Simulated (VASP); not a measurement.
Output of a VASP run:

OSZICAR:
```
       N       E                     dE             d eps       ncg     rms          rms(c)
DAV:   1     0.902356931117E+02    0.90236E+02   -0.70896E+03   966   0.910E+02
DAV:   2    -0.133446233287E+02   -0.10358E+03   -0.10061E+03  1160   0.332E+02
DAV:   3    -0.184242567341E+02   -0.50796E+01   -0.49801E+01  1381   0.557E+01
DAV:   4    -0.186450138848E+02   -0.22076E+00   -0.22014E+00  1289   0.123E+01
DAV:   5    -0.186550837756E+02   -0.10070E-01   -0.10064E-01  1508   0.226E+00    0.756E+00
DAV:   6    -0.176970480630E+02    0.95804E+00   -0.36267E+00  1540   0.172E+01    0.240E+00
DAV:   7    -0.176655689932E+02    0.31479E-01   -0.13438E-01  1123   0.310E+00    0.139E+00
DAV:   8    -0.176521505798E+02    0.13418E-01   -0.35187E-02  1172   0.125E+00    0.211E-01
DAV:   9    -0.176521216531E+02    0.28927E-04   -0.26856E-03  1513   0.389E-01    0.112E-01
DAV:  10    -0.176520942227E+02    0.27430E-04   -0.25842E-04  1319   0.208E-01    0.244E-02
DAV:  11    -0.176520878629E+02    0.63598E-05   -0.21847E-05  1387   0.611E-02    0.153E-02
DAV:  12    -0.176520877341E+02    0.12877E-06   -0.55320E-07   724   0.793E-03
   1 F= -.17652088E+02 E0= -.17620981E+02  d E =-.622129E-01
```

File OUTCAR:
```
------------------------ aborting loop because EDIFF is reached ----------------------------------------
  FORCE on cell =-STRESS in cart. coord.  units (eV):
  Direction    XX          YY          ZZ          XY          YZ          ZX
  --------------------------------------------------------------------------------------
  Total       -2.3106140     -2.3106140     -2.3106140      0.0000000     -0.0000000     -0.0000000
  in kB     -109.8292146   -109.8292146   -109.8292146      0.0000000     -0.0000000     -0.0000000
  external PRESSURE =    -109.8292146 kB  Pullay stress =       0.0000000 kB
  volume of cell :       33.71
      direct lattice vectors                 reciprocal lattice vectors
     3.230279000  0.000000000  0.000000000     0.309570783  0.000000000  0.000000000
     0.000000000  3.230279000  0.000000000     0.000000000  0.309570783  0.000000000
     0.000000000  0.000000000  3.230279000     0.000000000  0.000000000  0.309570783
 POSITION                                       TOTAL-FORCE (eV/Angst)
 -----------------------------------------------------------------------------------
      0.00000      0.00000      0.00000         0.000000      0.000000      0.000000
      1.61514      1.61514      1.61514         0.000000      0.000000      0.000000
 -----------------------------------------------------------------------------------
    total drift:                               -0.000000     -0.000000      0.000000
  FREE ENERGIE OF THE ION-ELECTRON SYSTEM (eV)
  ---------------------------------------------------
  free  energy   TOTEN  =       -17.6520877341 eV

  energy  without entropy=      -17.5898748288  energy(sigma->0) =      -17.62098128
```
(Selected blocks of OUTCAR.)

### POSCAR
```
NbAs
1
    3.2302790000     0.0000000000     0.0000000000
    0.0000000000     3.2302790000     0.0000000000
    0.0000000000     0.0000000000     3.2302790000
Nb As
1 1
Direct
  0.0000000000   0.0000000000   0.0000000000
  0.5000000000   0.5000000000   0.5000000000
```

Task: Reconstruct the remaining input files.

Result: Several could match; the one computed here: the input of the run itself, LDA (Ceperley-Alder, Perdew-Zunger), plane waves, VASP's LDA PAW potentials (set 64).

File KPOINTS:
```
Automatic mesh
0
Gamma
8 8 8
0 0 0
```

### INCAR
```
# general
SYSTEM  = NbAs
PREC    = Accurate
ENCUT   = 300   # plane-wave cut-off (eV)
LREAL   = .FALSE.   # projection in real space or not
LASPH   = .TRUE.

# electronic loop
EDIFF   = 1E-6
NELM    = 100   # most electronic steps
ALGO    = Normal   # blocked Davidson
LMAXMIX = 4   # l cut-off of mixed one-centre charges

# smearing
ISMEAR  = -1   # Fermi-Dirac
SIGMA   = 0.136   # width (eV)

# ions
ISIF    = 2

# output
LWAVE   = .FALSE.
LCHARG  = .FALSE.
```

POTCAR, in this order: Nb_sv As (LDA.64 set). Program: vasp_std.

At this cut-off the stress carries a Pulay error, which pulls relaxed volumes low.

The structure was generated: NbAs was put into an ordered model structure, which need not be its known phase. The cell was not relaxed at this level. The run is one of a series of settings (GGA removed, POTCAR Nb_sv As (LDA.64 set) against the base run), some of them coarse on purpose.
